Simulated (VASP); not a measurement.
Take PbF2 (fluorite), without spin-orbit terms, in VASP with PAW potentials, and its band gap. mBJ is a potential without an energy functional, so only the levels count.

Question: One run gives 4.46 eV. Which level is it?
(A) LDA (own cell)
(B) mBJ (TB09) (PBE cell)
(C) optB88-vdW (own cell)
(D) r2SCAN (own cell)

Answer: C, optB88-vdW (own cell).  The others give 4.20 (LDA (own cell)), 5.92 (mBJ (TB09) (PBE cell)), 4.93 (r2SCAN (own cell)).

Only levels that ran to the end are used. Left out are those held back, those with too coarse a band path, GW runs whose mesh misses a band edge, hybrids' fits of cells that aren't cubic and levels without matching references; a question may draw on a part of the rest.

The compound is PbF2 in the fluorite structure, the β form.
